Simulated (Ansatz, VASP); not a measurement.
# LiMgBN2: VASP beside Ansatz, part 2 of 2

Wanted: the spread between two codes on one cell, functional and k mesh. The cell is taken from a series of runs on this material, whose earlier steps may have relaxed, scaled, displaced or heated it; both programs get it as it stands.

VASP 6.6.1 and Ansatz 0.2.0.

So far: Starting point; VASP: relaxation of cell and atoms, PBEsol.

### 3. Ansatz: relaxation of cell and atoms, PBEsol

Level of this step: Ansatz beside VASP: Kohn-Sham DFT, plane waves, PBEsol (Ansatz).

Ansatz runs on its default PAW (the set named soft_2) files.

The same cell, functional and mesh now go to Ansatz, which takes its cutoff from its data sets.

Input file input.yaml:

```yaml
crystal:
  lattice:
    - [-1.8895818247, 1.8895818247, 4.4241361896]
    - [1.8895818247, -1.8895818247, 4.4241361896]
    - [1.8895818247, 1.8895818247, -4.4241361896]
  atoms:
    - { symbol: Li, position: [0.25, 0.75, 0.5] }
    - { symbol: Mg, position: [0.75, 0.25, 0.5] }
    - { symbol: B, position: [0.5, 0.5, 0.0] }
    - { symbol: "N", position: [0.6517414792, 0.6517414792, 0.0] }
    - { symbol: "N", position: [0.3482585208, 0.3482585208, 0.0] }
kpoints:
  mp_grid: { grid: [8, 8, 8] }
hamiltonian:
  xc: pbesol
scf:
  occupations: { method: fixed }
output:
  forces: true
  stress: true
  eigenvalues: true
  write_density: true
  write_potential: true
  elf: true
  volumetric_format: npy
relax:
  adjacent_minimum: "off"
  f_tol: 0.001
  max_steps: 60
  cell: { stress_tol: 0.01 }
```

The run is started by

```
ansatz run input.yaml --threads 4 --pin off --max-ram 7168MiB --backend cpu --events-out ev --progress --plain --runs-dir out
```

Numbers of over 12 decimals in the logs are rounded to 6 here.

Output:

```text
Engine: ansatz 0.2.0, aarch64-unknown-linux-gnu
Pseudopotentials: kind: paw
Pseudopotential: Li, paw, valence charge 3, recommended cutoff 420 eV (normal), Li.paw.azcp
Pseudopotential: Mg, paw, valence charge 10, recommended cutoff 420 eV (normal), Mg.paw.azcp
Pseudopotential: B, paw, valence charge 3, recommended cutoff 420 eV (normal), B.paw.azcp
Pseudopotential: N, paw, valence charge 5, recommended cutoff 420 eV (normal), N.paw.azcp
Functional definition: PBEsol
  exchange = pbesol_x
  correlation = pbesol_c
Crystal: 5 atoms, lattice volume = 63.186 Å³
Basis set: ecut = 420 eV, 1259 PW (Γ), exchange–correlation on 72×72×72 points (8 copies of the dense FFT grid, shifted against one another)
Bands: 18, of which v1, the nominal top of the filled ones, is band 13 counted from 1 (12 counted from 0)
Symmetry: 8 space group operations
Space group: I-4m2 (ITA 119), of the structure as read, at distance tolerance 4.0e-5 Å
k-points: 59 of 512 (time reversal used)
Non-local potential: Li, projectors of the file, l = 0: 3, l = 1: 2, l = 2: 1
Non-local potential: Mg, projectors of the file, l = 0: 3, l = 1: 2, l = 2: 1
Non-local potential: B, projectors of the file, l = 0: 2, l = 1: 2, l = 2: 1
Non-local potential: N, projectors of the file, l = 0: 2, l = 1: 2, l = 2: 1
PAW form: soft (Blöchl's): semilocal exchange-correlation on the pseudo side does not see the compensation charge
PAW frozen core: Mg, regenerated for the run's functional, and the local potential with it (the file was generated under x = pbe(κ = 0.804, μ = 0.219515), c = pbe(β = 0.066725))
PAW frozen core: B, regenerated for the run's functional, and the local potential with it (the file was generated under x = pbe(κ = 0.804, μ = 0.219515), c = pbe(β = 0.066725))
PAW frozen core: N, regenerated for the run's functional, and the local potential with it (the file was generated under x = pbe(κ = 0.804, μ = 0.219515), c = pbe(β = 0.066725))
PAW one-centre angular grid: Li, 110 points (default); XC on 64 Gauss nodes
PAW one-centre angular grid: Mg, 110 points (default); XC on 64 Gauss nodes
PAW one-centre angular grid: B, 110 points (default); XC on 64 Gauss nodes
PAW one-centre angular grid: N, 110 points (default); XC on 64 Gauss nodes
Initial density: superposition of atomic densities (neutral atoms: chi_scale 0, normalization atom), corrected by the library's trained network
Initial wavefunctions: pseudopotential atomic-orbital guess
Functional: x = pbesol(κ = 0.804, μ = 0.123457), c = pbesol(β = 0.046)
SCF iter   1: F=—  HF=-3029.398156 eV  |F-HF|=—  |Δ(HF+E_count)|=         —  Δρ=8.85e-3  dr2=5.27e-2  ethr=1.77e-3  ⟨swp⟩=5.0  Hψ=4618  notcnv=0  defer=163
preconditioner: auto → none  [insulator: Δε(μ)=2.371 eV  Ē_g=12.096 eV  n_scr=14 (ndim 8)  ℏωp=18.7 eV  f_vac=0.107  ε∞_Penn≈3.4]
SCF iter   2: F=—  HF=-3029.386666 eV  |F-HF|=—  |Δ(HF+E_count)|=   1.15e-2  Δρ=4.20e-3  dr2=1.07e-2  ethr=2.03e-4  ⟨swp⟩=2.0  Hψ=2076  notcnv=0  defer=175
SCF iter   3: F=—  HF=-3029.384075 eV  |F-HF|=—  |Δ(HF+E_count)|=   2.59e-3  Δρ=7.94e-4  dr2=2.91e-4  ethr=4.11e-5  ⟨swp⟩=2.0  Hψ=1589  notcnv=0  defer=177
SCF iter   4: F=—  HF=-3029.384371 eV  |F-HF|=—  |Δ(HF+E_count)|=   2.97e-4  Δρ=2.91e-4  dr2=4.17e-5  ethr=1.12e-6  ⟨swp⟩=2.0  Hψ=1829  notcnv=0  defer=177
SCF iter   5: F=—  HF=-3029.384503 eV  |F-HF|=—  |Δ(HF+E_count)|=   1.32e-4  Δρ=6.19e-5  dr2=2.37e-6  ethr=1.60e-7  ⟨swp⟩=2.0  Hψ=1822  notcnv=0  defer=146
SCF iter   6: F=-3029.384517 eV  HF=-3029.384517 eV  |F-HF|=3.16e-7  |Δ(HF+E_count)|=   1.33e-5  Δρ=8.07e-6  dr2=5.99e-8  ethr=3.85e-10  ⟨swp⟩=13.0  Hψ=8773  notcnv=0
SCF 1 converged in 6 iterations: F = -3029.384517 eV  dr2 = 5.99e-8
  greatest PAW one-centre occupation: 1.000 electrons in one spin orbital (limit 2), on the Mg atom at site 1 (counted from 0), in its partial waves of l = 0
relax step   1: F+E_penalty+E_count = -3029.38451685 eV  Δ(F+E_penalty+E_count) = +0.000e0 eV  max|allowed force component| = 2.936e-4 eV/Å  Δτ_max = 0.0000 Å  P = -0.025 GPa  Ω = 63.186 Å³  (6 SCF iters, dr2 threshold 1.00e-7 eV, accepted)
[...]
relax step   2: F+E_penalty+E_count = -3029.38453904 eV  Δ(F+E_penalty+E_count) = -2.219e-5 eV  max|allowed force component| = 1.852e-5 eV/Å  Δτ_max = 0.0001 Å  P = -0.013 GPa  Ω = 63.176 Å³  energy of the carried Pulay correction = +2.068e-5 eV  (5 SCF iters, dr2 threshold 2.09e-9 eV, accepted)
[...]
relax step   3: F+E_penalty+E_count = -3029.38456483 eV  Δ(F+E_penalty+E_count) = -2.579e-5 eV  max|allowed force component| = 6.747e-5 eV/Å  Δτ_max = 0.0000 Å  P = +0.001 GPa  Ω = 63.165 Å³  energy of the carried Pulay correction = +4.589e-5 eV  (5 SCF iters, dr2 threshold 6.35e-10 eV, accepted)
[...]
relax step   4: F+E_penalty+E_count = -3029.38450521 eV  Δ(F+E_penalty+E_count) = +5.962e-5 eV  max|allowed force component| = 7.369e-5 eV/Å  Δτ_max = 0.0000 Å  P = -0.000 GPa  Ω = 63.165 Å³  stress off target by 1.00e-3 GPa  SCF on the basis re-selected at this cell (its energy is not comparable with the rows above)  (5 SCF iters)
basis re-selected at this cell: Δ(F+E_penalty+E_count) = +5.962e-5 eV, ΔP = -0.001 GPa vs the last step (what re-selecting the basis moved, of the pressure what is left beyond the Pulay correction that the steps carried, after the strain that the cell walked since its last selection, with what the two solves' SCF thresholds leave and, on support functions, any second-order correction that the steps lacked; it is no m [...]
SCF converged after 5 iterations
Free energy (F): -3029.384505 eV
Harris-Foulkes:  -3029.384505 eV  (|F-HF|=1.82e-12)
Internal energy: -3029.384505 eV  (E = F + TS)
E sigma→0 (E₀):  -3029.384505 eV
Fermi energy:    3.202863 eV
--- Per-component energies (eV) ---
  E_band       = -473.786665
  E_kinetic    = 409.743127
  E_local      = -2610.082074  (includes V_loc(G=0)·N_el)
  E_nonlocal   = 167.654369
  E_hartree    = 939.507054
  E_xc         = -190.560608
  E_vxc        = -241.279119  (∫ρ·V_xc dr)
  E_paw        = -621.316298  (= ΣΔE_a)
  E_vpaw       = -78.837315  (= ΣTr[D̂ρ^β])
  E_aug_tail   = 0.000222  (compensation charges beyond the density's cutoff)
  E_ewald      = -1124.460068
  E_core_change = 0.129771  (= ΣΔE_core)
  E_smearing   = -0.000000  (= −TS)
  E_closure    = -0.000000  (closes the sum)
  Σ components = -3029.384505   (vs F -3029.384505, Δ=0.00e0)
--- Forces (eV/Å), atoms counted from 1 ---
  atom   1  Li     0.00000000    -0.00000000    -0.00000000
  atom   2  Mg    -0.00000000     0.00000000     0.00000000
  atom   3  B      0.00000000     0.00000000     0.00000000
  atom   4  N      0.00000000     0.00000000    -0.00007369
  atom   5  N     -0.00000000    -0.00000000     0.00007369
  max |Σ_I F_I| component: 3.04e-17 eV/Å
--- Stress (GPa, compression-positive) ---
       -0.000741      -0.000000       0.000000
       -0.000000      -0.000741      -0.000000
        0.000000      -0.000000       0.001003
  P = ⅓ Tr σ = -0.0002 GPa (-0.002 kbar)
--- Band table (eV; the first three rows and the last of 59) ---
  k-point 0: bands = [... 9 lower, 1.0797, 1.0797, 1.7964, 1.7964, 5.7377, 9.1877, 11.0722, 11.0722, ... 1 higher]
  k-point 1: bands = [... 9 lower, 0.7286, 0.9458, 1.7035, 2.0841, 6.4303, 9.6406, 10.5045, 10.5607, ... 1 higher]
  k-point 2: bands = [... 9 lower, 0.1224, 0.6135, 1.4935, 2.4588, 7.6248, 9.9750, 10.0325, 10.9542, ... 1 higher]
  k-point 58: bands = [... 9 lower, 0.2548, 0.2548, 3.2029, 3.2029, 6.6495, 9.6407, 9.7621, 9.7621, ... 1 higher]
--- Relaxed structure (3 steps of the walk, 3 accepted, 1 SCFs on fresh bases) ---
  F+E_penalty+E_count = -3029.38450521 eV   max|allowed force component| = 7.369e-5 eV/Å   (the final SCF, on the basis selected at the relaxed cell)
  cell:  # Å, volume = 63.1648 Å³
    - [-1.889228, 1.889228, 4.424320]
    - [1.889228, -1.889228, 4.424320]
    - [1.889228, 1.889228, -4.424320]
  atoms:
    - { symbol: Li, position: [0.250000, 0.75, 0.5] }
    - { symbol: Mg, position: [0.75, 0.250000, 0.5] }
    - { symbol: B, position: [0.500000, 0.500000, 0] }
    - { symbol: N, position: [0.651730, 0.651730, 0] }
    - { symbol: N, position: [0.348270, 0.348270, 0] }
```

### 4. Differences

Known differences besides the potentials themselves: fixed occupations in Ansatz, narrow Gaussian smearing in VASP; the data sets hold 26 valence electrons in Ansatz (on its default PAW (the set named soft_2) files) and 18 in VASP; the cutoff is 420 eV in Ansatz and 750 eV in VASP; Ansatz makes its cores anew for this functional, VASP keeps those of its PBE data sets; Ansatz adds a Pulay correction to the stress that steers its cell, VASP none. Total energies have different zeros and are not compared.

Compared:

```csv
quantity,Ansatz,VASP,difference
volume (Å³),63.16,63.07,+0.16 %
"edge a after relaxation, in the typed setting (Å)",5.168,5.167,+0.03 %
```

### 5. Results

```
difference in volume (relaxation of cell and atoms, PBEsol) : 0.16 %
```

What this shows: The difference in volume is 0.16 % (relaxation of cell and atoms, PBEsol), within the 1.2 % picked in this series as the mark of a large difference, as far as the stopping tolerances let one tell. The data sets hold unlike numbers of valence electrons (26 in Ansatz and 18 in VASP), so part of the differences comes from the potentials. 1 further run of this series is not shown here. Such differences can come from data sets, numerical settings and the points named under the comparisons, not from the functional's error against experiment.

[Lines on the potential files, build, host, timing and source positions are cut from VASP's logs without a mark.]

[Logs are printed without paths, hosts, clocks, repeated set-up lines and the standing remarks that a program may print on its own settings, such as how far it seeks lower states.]

[Hosts, paths, dates, database ids (printed as entryN), source tags and the programs' standing remarks are cut or masked in the printed files.]
